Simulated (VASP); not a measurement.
# TeRu (P-6m2) in VASP: settings compared

Aim: see how the results for TeRu move with the level of theory and the settings. Levels: PBEsol+U, LDA+U. Tasks: single point.

All numbers are computed with VASP 6.6.1; they aren't measurements. Logs are shortened: lines on timing, memory, paths and dates and some standing lists are left out, and cuts for length are marked.

### Step 1. The crystal as given

It takes space group P-6m2 (No. 187, hexagonal). Conventional cell: a = 3.795 Å, b = 3.795 Å, c = 3.704 Å, α = 90.00°, β = 90.00°, γ = 120.00°. Around Ru (site symmetry -6m2) lie 6 Te at 2.87 Å. Te (site symmetry -6m2) is surrounded by 6 Ru at 2.87 Å.

The cell comes from a database or a generator and needn't be the stable form of this composition.

### Step 2. Single point, PBEsol+U, collinear spin, random start

File INCAR:

```
  PREC = Accurate
  ENCUT = 520
  EDIFF = 1E-7
  ISMEAR = 0
  SIGMA = 0.05
  LREAL = False
  LASPH = True
  NELM = 60
  ALGO = Fast
  ISIF = 2
  LWAVE = False
  LCHARG = False
  ISPIN = 2
  MAGMOM = -0.66 0
  LORBIT = 11
  LMAXMIX = 4
  LDAU = True
  LDAUTYPE = 2
  LDAUL = 2 -1
  LDAUU = 2 0
  LDAUJ = 0 0
  LDAUPRINT = 1
  GGA = PS
  NBANDS = 21
```

File KPOINTS:

```
regular mesh
0
Gamma
  6 6 5
```

File POSCAR:

```
TeRu
1.0
    3.7950828900      0.0000000000      0.0000000000
   -1.8975414500      3.2866381900      0.0000000000
    0.0000000000      0.0000000000      3.7038128800
Ru Te
1 1
Direct
    0.0000000000      0.0000000000      0.0000000000
    0.6666666667      0.3333333333      0.5000000000
```

Potentials or basis: VASP PAW PBE potentials, release 64 (Ru_pv, Te).

Launch:

```console
> cat potpaw_PBE.64/Ru_pv/POTCAR potpaw_PBE.64/Te/POTCAR > POTCAR
> mpirun -np 1 vasp_std > vasp.out
```

OUTCAR:

```text
PREC = Accurate
   ENCUT = 520
   EDIFF = 1E-7
   ISMEAR = 0
   LREAL = False
   LASPH = True
   NELM = 60
   ISIF = 2
   ISPIN = 2
   LORBIT = 11
   GGA = PS

 ion  position               nearest neighbor table
   1  0.000  0.000  0.000-   2 2.87   2 2.87   2 2.87   2 2.87   2 2.87   2 2.87
   2  0.667  0.333  0.500-   1 2.87   1 2.87   1 2.87   1 2.87   1 2.87   1 2.87

  LATTYP: Found a hexagonal cell.
 ALAT       =     3.7950828900
 C/A-ratio  =     0.9759504568

  Lattice vectors:

 A1 = (   3.7950828900,   0.0000000000,   0.0000000000)
 A2 = (  -1.8975414500,   3.2866381900,   0.0000000000)
 A3 = (   0.0000000000,   0.0000000000,   3.7038128800)

Analysis of symmetry for initial positions (statically):
=====================================================================
 Subroutine PRICEL returns:
 Original cell was already a primitive cell.

 Routine SETGRP: Setting up the symmetry group for a
 hexagonal supercell.

 Subroutine GETGRP returns: Found 12 space group operations
 (whereof 12 operations were pure point group operations)
 out of a pool of 24 trial point group operations.

The static configuration has the point symmetry D_3h.

Analysis of symmetry for dynamics (positions and initial velocities):
=====================================================================
 Subroutine PRICEL returns:
 Original cell was already a primitive cell.

 Routine SETGRP: Setting up the symmetry group for a
 hexagonal supercell.

 Subroutine GETGRP returns: Found 12 space group operations
 (whereof 12 operations were pure point group operations)
 out of a pool of 24 trial point group operations.

The dynamic configuration has the point symmetry D_3h.

Analysis of structural, dynamic, and magnetic symmetry:
=====================================================================
 Subroutine PRICEL returns:
 Original cell was already a primitive cell.

 Routine SETGRP: Setting up the symmetry group for a
 hexagonal supercell.

 Subroutine GETGRP returns: Found 12 space group operations
 (whereof 12 operations were pure point group operations)
 out of a pool of 24 trial point group operations.

The overall configuration has the point symmetry D_3h.

 Subroutine INISYM returns: Found 12 space group operations
 (whereof 12 operations are pure point group operations),
 and found     1 'primitive' translations

----------------------------------------------------------------------------------------

                                     Primitive cell

  volume of cell :      46.1979

  direct lattice vectors                    reciprocal lattice vectors
     3.795082890  0.000000000  0.000000000     0.263498856  0.152131136  0.000000000
    -1.897541450  3.286638190  0.000000000     0.000000000  0.304262271  0.000000000
     0.000000000  0.000000000  3.703812880     0.000000000  0.000000000  0.269992041

  length of vectors
     3.795082890  3.795082891  3.703812880     0.304262271  0.304262271  0.269992041

  position of ions in fractional coordinates (direct lattice)
     0.000000000  0.000000000  0.000000000
     0.666666667  0.333333333  0.500000000

  ion indices of the primitive-cell ions
   primitive index   ion index
                 1           1
                 2           2

----------------------------------------------------------------------------------------

 KPOINTS: regular mesh

Automatic generation of k-mesh.
 Grid dimensions read from file:
 generate k-points for:    6    6    5

 Generating k-lattice:
[... 68 lines left out ...]
   PSTRESS=    0.0 pullay stress
   NELECT =      20.0000    total number of electrons
   NUPDOWN=      -1.0000    fix difference up-down
   EMIN   =  10.00;   EMAX   =-10.00  energy-range for DOS
   EFERMI =   0.00;   METHOD = LEGACY
   ISMEAR =     0;   SIGMA  =   0.05  broadening in eV -4-tet -1-fermi 0-gaus
   EFERMI_NEDOS =   21; number of points for ismear=-14 and -15
   IALGO  =     68    algorithm
   IMIX   =      4    mixing-type and parameters
     AMIX     =   0.40;   BMIX     =  1.00
     AMIX_MAG =   1.60;   BMIX_MAG =  1.00
  volume/ion in A,a.u.               =      23.10       155.88
  Fermi-wavevector in a.u.,A,eV,Ry     =   1.238447  2.340326 20.867949  1.533751
  Thomas-Fermi vector in A             =   2.372972
   LORBIT       =     11    0 simple, 1 ext, 2 COOP (PROOUT), +10 PAW based schemes
 LDA+U is selected, type is set to LDAUTYPE =  2
   angular momentum for each species LDAUL =     2   -1
   U (eV)           for each species LDAUU =   2.0  0.0
   J (eV)           for each species LDAUJ =   0.0  0.0
   GGA     = PS    functional components
   LHFCALC =     F    Hartree Fock is set to
   AEXX    =    0.0000 exact exchange contribution
   IVDW    =     0    specifies the selected vdW correction
   LEPSILON=     F    determine dielectric tensor
   LRPA    =     F    only Hartree local field effects (RPA)
 spin polarized calculation
 RMM-DIIS sequential band-by-band and
 Gauss-broadening in eV      SIGMA  =   0.05
  energy-cutoff  :      520.00
  volume of cell :       46.20
 maximum number of plane-waves:      1262
   NGX = 15   NGY = 15   NGZ = 13

 number of electron      19.9999991 magnetization      -0.0003891

atom =   1  type =  1  l = 2

 onsite density matrix

spin component  1

  0.6813 -0.0000  0.0000 -0.0000  0.0000
 -0.0000  0.4681 -0.0000 -0.0000 -0.0000
  0.0000 -0.0000  0.8010 -0.0000 -0.0000
 -0.0000 -0.0000 -0.0000  0.4681 -0.0000
  0.0000 -0.0000 -0.0000 -0.0000  0.6813

spin component  2

  0.6812 -0.0000  0.0000 -0.0000  0.0000
 -0.0000  0.4681 -0.0000 -0.0000 -0.0000
  0.0000 -0.0000  0.8010 -0.0000 -0.0000
 -0.0000 -0.0000 -0.0000  0.4681 -0.0000
  0.0000 -0.0000 -0.0000 -0.0000  0.6812

 occupancies and eigenvectors

  o =  0.4681  v =  0.0000  0.0000  0.0000  0.0000  0.0000 -0.0000 -0.8378  0.0000 -0.5459 -0.0000      0.0000  0.0000  0.0000  0.0000  0.0000  0.0000  0.0000  0.0000  0.0000  0.0000
  o =  0.4681  v =  0.0000  0.0000  0.0000  0.0000  0.0000 -0.0000  0.5459 -0.0000 -0.8378  0.0000      0.0000  0.0000  0.0000  0.0000  0.0000  0.0000  0.0000  0.0000  0.0000  0.0000
  o =  0.4681  v = -0.0000 -0.8378 -0.0000 -0.5459 -0.0000  0.0000  0.0000  0.0000  0.0000  0.0000      0.0000  0.0000  0.0000  0.0000  0.0000  0.0000  0.0000  0.0000  0.0000  0.0000
  o =  0.4681  v = -0.0000  0.5459  0.0000 -0.8378  0.0000  0.0000  0.0000  0.0000  0.0000  0.0000      0.0000  0.0000  0.0000  0.0000  0.0000  0.0000  0.0000  0.0000  0.0000  0.0000
  o =  0.6812  v =  0.0000  0.0000  0.0000  0.0000  0.0000  0.9995  0.0000 -0.0000  0.0000 -0.0326      0.0000  0.0000  0.0000  0.0000  0.0000  0.0000  0.0000  0.0000  0.0000  0.0000
  o =  0.6812  v =  0.0000  0.0000  0.0000  0.0000  0.0000  0.0326 -0.0000  0.0000 -0.0000  0.9995      0.0000  0.0000  0.0000  0.0000  0.0000  0.0000  0.0000  0.0000  0.0000  0.0000
  o =  0.6813  v =  0.9996  0.0000 -0.0000  0.0000 -0.0269  0.0000  0.0000  0.0000  0.0000  0.0000      0.0000  0.0000  0.0000  0.0000  0.0000  0.0000  0.0000  0.0000  0.0000  0.0000
  o =  0.6813  v =  0.0269 -0.0000  0.0000 -0.0000  0.9996  0.0000  0.0000  0.0000  0.0000  0.0000      0.0000  0.0000  0.0000  0.0000  0.0000  0.0000  0.0000  0.0000  0.0000  0.0000
  o =  0.8010  v = -0.0000  0.0000 -1.0000  0.0000  0.0000  0.0000  0.0000  0.0000  0.0000  0.0000      0.0000  0.0000  0.0000  0.0000  0.0000  0.0000  0.0000  0.0000  0.0000  0.0000
  o =  0.8010  v =  0.0000  0.0000  0.0000  0.0000  0.0000 -0.0000 -0.0000 -1.0000  0.0000  0.0000      0.0000  0.0000  0.0000  0.0000  0.0000  0.0000  0.0000  0.0000  0.0000  0.0000

 number of electron      19.9999991 magnetization       0.0003533

 Free energy of the ion-electron system (eV)
  ---------------------------------------------------
  ext. energy  EPLUGINS =         0.00000000
  ---------------------------------------------------
  free energy    TOTEN  =       -10.10697555 eV

  energy without entropy =      -10.10623620  energy(sigma->0) =      -10.10660587

 E-fermi :   8.1221     XC(G=0): -11.0326

 val. band max:        7.9292619637   @ k =   0.3333   0.1667   0.4000
 cond. band min:       8.1715230666   @ k =   0.1667   0.1667   0.2000
 fundamental gap:      0.2422611029
 Fermi energy:         8.1221262262

 spin component 1

 k-point     1 :       0.0000    0.0000    0.0000
  band No.  band energies     occupation
      1     -33.8121      1.00000
      2     -33.5755      1.00000
      3     -33.5755      1.00000
      4      -5.0329      1.00000
      5       5.3170      1.00000
      6       5.3170      1.00000
[... 493 lines left out ...]
     20      23.1264      0.00000
     21      24.3120      0.00000
 Fermi energy:         8.1221262262

 spin component 2

 k-point     1 :       0.0000    0.0000    0.0000
  band No.  band energies     occupation
      1     -33.8118      1.00000
      2     -33.5750      1.00000
      3     -33.5750      1.00000
      4      -5.0330      1.00000
      5       5.3174      1.00000
      6       5.3174      1.00000
[... 493 lines left out ...]
     20      23.1264      0.00000
     21      24.1878      0.00000

------------------------ aborting loop because EDIFF is reached ----------------------------------------

  FORCE on cell =-STRESS in cart. coord.  units (eV):
  Direction    XX          YY          ZZ          XY          YZ          ZX
  --------------------------------------------------------------------------------------
  -------------------------------------------------------------------------------------
  Total       -4.5670898     -4.5670898     -6.6282126      0.0000000      0.0000000      0.0000000
  in kB     -158.3900625   -158.3900623   -229.8713303      0.0000002      0.0000000      0.0000000
  external PRESSURE =    -182.2171517 kB  Pullay stress =       0.0000000 kB

 VOLUME and BASIS-vectors are now :
 -----------------------------------------------------------------------------
  energy-cutoff  :      520.00
  volume of cell :       46.20
      direct lattice vectors                 reciprocal lattice vectors
     3.795082890  0.000000000  0.000000000     0.263498856  0.152131136  0.000000000
    -1.897541450  3.286638190  0.000000000     0.000000000  0.304262271  0.000000000
     0.000000000  0.000000000  3.703812880     0.000000000  0.000000000  0.269992041

 POSITION                                       TOTAL-FORCE (eV/Angst)
 -----------------------------------------------------------------------------------
      0.00000      0.00000      0.00000         0.000000     -0.000000      0.000000
      1.89754      1.09555      1.85191        -0.000000      0.000000      0.000000
 -----------------------------------------------------------------------------------
    total drift:                               -0.000000      0.000000      0.000000

  FREE ENERGIE OF THE ION-ELECTRON SYSTEM (eV)
  ---------------------------------------------------
  free  energy   TOTEN  =       -10.1069755460 eV

  energy  without entropy=      -10.1062362027  energy(sigma->0) =      -10.10660587

 total charge

# of ion       s       p       d       tot
------------------------------------------
    1        0.210   6.099   6.151  12.461
    2        1.356   1.828   0.082   3.265
--------------------------------------------------
tot          1.567   7.926   6.233  15.726

 magnetization (x)

# of ion       s       p       d       tot
------------------------------------------
    1       -0.000   0.000   0.000   0.000
    2        0.000  -0.000  -0.000  -0.000
--------------------------------------------------
tot          0.000  -0.000   0.000   0.000
```

Run time: 26 s. Hardware: 1 thread of Intel Xeon Platinum 8488C (Sapphire Rapids), shared host; peak memory 0.19 GiB.

What came out:

* Free energy: -10.1070 eV
* Pressure: -18.2 GPa
* Band gap on the k mesh: none (metal or under the smearing width)
* Net moment: 0.00 μB per cell
* Valence electrons inside the program's atomic spheres: Ru 12.46; Te 3.27

Eigenvalues of the final occupation matrices:
```
    site  spin  trace               eigenvalues
site 1 d     1   3.10  0.47 0.47 0.68 0.68 0.80
site 1 d     2   3.10  0.47 0.47 0.68 0.68 0.80
```

Caveat: the PAW data sets were made with another functional, which shifts forces and pressure a little; the U is typed as a test and isn't derived for this compound. The state reached can hang on the start; a lower one may exist.

### Step 3. Single point, PBEsol+U, collinear spin, ferromagnetic start

File INCAR:

```
SYSTEM = TeRu
  ALGO = Normal
  EDIFF = 1E-6
  ENCUT = 520
  GGA = PS
  ISIF = 2
  ISMEAR = 0
  ISPIN = 2
  LASPH = .True.
  LCHARG = .True.
  LDAU = .True.
  LDAUJ = 0 0
  LDAUL = 2 -1
  LDAUPRINT = 1
  LDAUTYPE = 2
  LDAUU = 2 0
  LELF = .True.
  LMAXMIX = 4
  LORBIT = 11
  LREAL = .False.
  LVHAR = .True.
  LWAVE = .False.
  MAGMOM = 1 0
  NBANDS = 21
  NELM = 80
  NUPDOWN = 0
  PREC = Accurate
  SIGMA = 0.05
```

File KPOINTS:

```
k-points
0
Gamma
  6 6 5
  0 0 0
```

POSCAR is that of step 2.

Potentials or basis: VASP PAW PBE potentials, release 64 (Ru_pv, Te).

Launch:

```console
> cat potpaw_PBE.64/Ru_pv/POTCAR potpaw_PBE.64/Te/POTCAR > POTCAR
> mpirun -np 1 vasp_std > vasp.out
```

Wall time 24 s (1 thread of Intel Xeon Platinum 8488C (Sapphire Rapids), shared host); peak memory 0.18 GiB.

The run converged. Its results:

```yaml
Free_energy: -10.1070 eV
Pressure: -18.2 GPa
Net_moment: 0.00 μB per cell
Valence_electrons_inside_the_program's_atomic_spheres: Ru 12.46; Te 3.27
```

Stress tensor (GPa, compression positive):
```
-15.84   0.00   0.00
  0.00 -15.84   0.00
  0.00   0.00 -22.99
```

Eigenvalues of the final occupation matrices:
```
    site  spin  trace               eigenvalues
site 1 d     1   3.10  0.47 0.47 0.68 0.68 0.80
site 1 d     2   3.10  0.47 0.47 0.68 0.68 0.80
```

Caveat: the PAW data sets were made with another functional, which shifts forces and pressure a little; the total moment is fixed, so each spin has its own Fermi level; the U is typed as a test and isn't derived for this compound. Spin-orbit coupling is left out, which matters for the levels of Te.

### Step 4. Single point, LDA+U, collinear spin, ferromagnetic start

File INCAR:

```
SYSTEM = TeRu
PREC = Accurate
ENCUT = 520
EDIFF = 1E-6
ISMEAR = 0
SIGMA = 0.05
LREAL = .False.
LASPH = .True.
NELM = 80
ALGO = Normal
ISIF = 2
LWAVE = .False.
LCHARG = .False.
ISPIN = 2
MAGMOM = 1 0
LORBIT = 11
LMAXMIX = 4
LDAU = .True.
LDAUTYPE = 2
LDAUL = 2 -1
LDAUU = 8 0
LDAUJ = 0 0
LDAUPRINT = 1
```

File KPOINTS:

```
regular mesh
0
Gamma
  6 6 5
  0 0 0
```

POSCAR is that of step 3.

Potentials or basis: VASP PAW LDA potentials, release 64 (Ru_pv, Te).

Launch:

```console
> cat potpaw_LDA.64/Ru_pv/POTCAR potpaw_LDA.64/Te/POTCAR > POTCAR
> mpirun -np 1 vasp_std > vasp.out
```

OUTCAR:

```text
SYSTEM = TeRu
   PREC = Accurate
   ENCUT = 520
   EDIFF = 1E-6
   ISMEAR = 0
   LREAL = .False.
   LASPH = .True.
   NELM = 80
   ISIF = 2
   ISPIN = 2
   LORBIT = 11

 ion  position               nearest neighbor table
   1  0.000  0.000  0.000-   2 2.87   2 2.87   2 2.87   2 2.87   2 2.87   2 2.87
   2  0.667  0.333  0.500-   1 2.87   1 2.87   1 2.87   1 2.87   1 2.87   1 2.87

  LATTYP: Found a hexagonal cell.
 ALAT       =     3.7950828900
 C/A-ratio  =     0.9759504568

  Lattice vectors:

 A1 = (   3.7950828900,   0.0000000000,   0.0000000000)
 A2 = (  -1.8975414500,   3.2866381900,   0.0000000000)
[... 1001 lines left out ...]

 VOLUME and BASIS-vectors are now :
 -----------------------------------------------------------------------------
  energy-cutoff  :      520.00
  volume of cell :       46.20
      direct lattice vectors                 reciprocal lattice vectors
     3.795082890  0.000000000  0.000000000     0.263498856  0.152131136  0.000000000
    -1.897541450  3.286638190  0.000000000     0.000000000  0.304262271  0.000000000
     0.000000000  0.000000000  3.703812880     0.000000000  0.000000000  0.269992041

 POSITION                                       TOTAL-FORCE (eV/Angst)
 -----------------------------------------------------------------------------------
      0.00000      0.00000      0.00000        -0.000000      0.000000      0.000000
      1.89754      1.09555      1.85191         0.000000      0.000000      0.000000
 -----------------------------------------------------------------------------------
    total drift:                               -0.000000      0.000000      0.000000

  FREE ENERGIE OF THE ION-ELECTRON SYSTEM (eV)
  ---------------------------------------------------
  free  energy   TOTEN  =        -5.8449436526 eV

  energy  without entropy=       -5.8423198327  energy(sigma->0) =       -5.84363174

 total charge

# of ion       s       p       d       tot
------------------------------------------
    1        0.243   6.124   6.139  12.505
    2        1.393   1.951   0.059   3.402
--------------------------------------------------
tot          1.636   8.074   6.197  15.907

 magnetization (x)

# of ion       s       p       d       tot
------------------------------------------
    1        0.044   0.013   2.387   2.445
    2        0.026  -0.184   0.003  -0.154
--------------------------------------------------
tot          0.071  -0.171   2.391   2.290
```

Run time: 37 s. Hardware: 1 thread of AMD EPYC 7R43 (Zen 3), shared host; peak memory 0.13 GiB.

What came out:

```yaml
Free_energy: -5.8449 eV
Pressure: -1.8 GPa
Band_gap_on_the_k_mesh: none (metal or under the smearing width)
Net_moment: 2.28 μB per cell
Site_moments: Ru +2.44; Te -0.15 μB
Valence_electrons_inside_the_program's_atomic_spheres: Ru 12.51; Te 3.40
```

Stress tensor (GPa, compression positive):
```
-0.96  0.00  0.00
 0.00 -0.96  0.00
 0.00  0.00 -3.56
```

Eigenvalues of the final occupation matrices:
| site | spin | trace | eigenvalues |
| --- | --- | --- | --- |
| site 1 d | 1 | 4.29 | 0.84 0.84 0.85 0.85 0.90 |
| site 1 d | 2 | 1.89 | 0.05 0.12 0.12 0.80 0.80 |

Caveat: the U is typed as a test and isn't derived for this compound.

### Step 5. The runs side by side

| level | potentials or basis | spin | U | fixed moment (μB) | gap on the mesh (eV) | pressure (GPa) | moment (μB) |
| --- | --- | --- | --- | --- | --- | --- | --- |
| PBEsol+U | VASP PAW PBE potentials, release 64 (Ru_pv, Te) | collinear, random start | Ru d U = 2 eV | - | none | -18.2 | 0.00 |
| PBEsol+U | VASP PAW PBE potentials, release 64 (Ru_pv, Te) | collinear, ferromagnetic start | Ru d U = 2 eV | 0 | - | -18.2 | 0.00 |
| LDA+U | VASP PAW LDA potentials, release 64 (Ru_pv, Te) | collinear, ferromagnetic start | Ru d U = 8 eV | - | none | -1.8 | 2.28 |

Alike in all rows: task single point; cell as given; k mesh 6 × 6 × 5; cutoff (eV) 520; smearing gaussian 0.05 eV.

Caveats: the U is typed as a test and isn't derived for this compound; the PAW data sets were made with another functional, which shifts forces and pressure a little (some runs); the total moment is fixed, so each spin has its own Fermi level (some runs).

Absolute energies hang on the potentials; compare differences alone.
